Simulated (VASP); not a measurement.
Elastic constants (GPa) of a crystal from VASP with LDA (Ceperley-Alder, Perdew-Zunger), VASP's LDA PAW potentials (set 64):

```csv
,xx,yy,zz,yz,xz,xy
xx,201.5,139.0,139.0,0.0,0.0,0.0
yy,139.0,201.5,139.0,0.0,0.0,0.0
zz,139.0,139.0,201.5,0.0,0.0,0.0
yz,0.0,0.0,0.0,67.1,0.0,0.0
xz,0.0,0.0,0.0,0.0,67.1,0.0
xy,0.0,0.0,0.0,0.0,0.0,67.1
```

Finite-difference elastic constants of metals are sensitive to mesh and smearing; shear constants can be off by tens of GPa.

Question: Work out the Voigt, Reuss and Hill moduli, Young's modulus and Poisson's ratio.

Answer: All eigenvalues are positive (smallest 62.5 GPa), so the crystal is stable. K_V = (C11+C22+C33+2(C12+C13+C23))/9 = (604.5 + 2×417.0)/9 = 159.8 GPa; G_V = (604.5 − 417.0 + 3×201.3)/15 = 52.8 GPa. From the compliances, K_R = 159.8 GPa and G_R = 46.0 GPa. Hill: K = 159.8 GPa, G = 49.4 GPa, E = 9KG/(3K+G) = 134.3 GPa, ν = (3K−2G)/(2(3K+G)) = 0.360. K/G = 3.24, above Pugh's 1.75; universal anisotropy A^U = 0.74.

Question: With a density of 4.96 g/cm³, what are the mean sound speeds?

Answer: v_l = √((K+4G/3)/ρ) = 6.74 km/s and v_t = √(G/ρ) = 3.15 km/s. The crystal is Si$_{2}$Ni (space group Fm-3m), cubic.

The structure comes from a computed database's Si2Ni entry (Fm-3m); how it stands against other phases isn't given here. It was relaxed first. The run is not spin-polarised, so no magnetic state was tried.
